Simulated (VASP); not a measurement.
An input for Quantum ESPRESSO's pw.x (written as the equivalent of a VASP run, and not itself run):

```
&CONTROL
  calculation = 'scf'
  pseudo_dir = './pseudo'
  outdir = './out'
  tprnfor = .true.
  tstress = .true.
/
&SYSTEM
  ibrav = 0
  nat = 1
  ntyp = 1
  ecutwfc = 68
  occupations = 'tetrahedra'
  input_dft = 'vdw-df-cx'
/
&ELECTRONS
  conv_thr = 7.3e-09
  electron_maxstep = 100
/
ATOMIC_SPECIES
  Ir 192.217 Ir.upf
CELL_PARAMETERS angstrom
     0.0000000    1.9224887    1.9224887
     1.9224887   -0.0000000    1.9224887
     1.9224887    1.9224887    0.0000000
ATOMIC_POSITIONS crystal
  Ir   0.0000000  0.0000000  0.0000000
K_POINTS automatic
  18 18 18 0 0 0
```

Question: Write the VASP files for the same calculation (vdW-DF-cx).

Answer: This is not unique; one that fits is 
### INCAR
```
! general
SYSTEM    =  Ir
PREC      =  Accurate
ENCUT     =  520
LREAL     =  .FALSE.
LASPH     =  .TRUE.

! electronic loop
EDIFF     =  1E-7
NELM      =  100
ALGO      =  Normal
LMAXMIX   =  6

! smearing
ISMEAR    =  -5

! functional
GGA       =  CX
LUSE_VDW  =  .TRUE.
AGGAC     =  0.0

! ions
ISIF      =  2

! output
LWAVE     =  .FALSE.
LCHARG    =  .TRUE.
LORBIT    =  11
NEDOS     =  601
```

POSCAR:
```
Ir
1
    0.0000000000     1.9224886882     1.9224886882
    1.9224886882    -0.0000000000     1.9224886882
    1.9224886882     1.9224886882     0.0000000000
Ir
1
Direct
  0.0000000000   0.0000000000   0.0000000000
```

### KPOINTS
```
K-points
0
gamma
18 18 18
0 0 0
```

POTCAR, in this order: Ir (PBE.64 set). Program: vasp_std.

The two are equivalent in intent, not identical: the potentials are each code's own (VASP's PAW set, PseudoDojo norm-conserving files in pw.x), so ENCUT and ecutwfc are chosen apart and not converted; conv_thr bounds pw.x's estimated SCF error, while EDIFF bounds the energy change between steps.

The compound is Ir in the fcc structure. It was relaxed first.
